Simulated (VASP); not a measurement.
```xyz
2
Lattice="1.4848 -2.5717 0.0000 1.4848 2.5717 0.0000 0.0000 0.0000 4.6854" Properties=species:S:1:pos:R:3 pbc="T T T"
Ti     1.4848     0.8572     1.1714
Ti     1.4848    -0.8572     3.5141
```

Calculation: r2SCAN meta-GGA, VASP's PBE PAW potentials (set 64) (plane waves; VASP). Settings: 520 eV cut-off, 14×14×8 Γ-centred mesh, first-order Methfessel-Paxton smearing of 0.10 eV, potentials Ti_sv.

### Question
Give the stress tensor in GPa (positive for a compressed cell).

### Answer

```
-3.44   0.00   0.00
 0.00  -3.44   0.00
 0.00   0.00  -3.46
```
The pressure is its mean diagonal, -3.45 GPa.

The compound is Ti in the hcp structure. This cell is one point of a volume scan, at 1.03 of the reference volume.
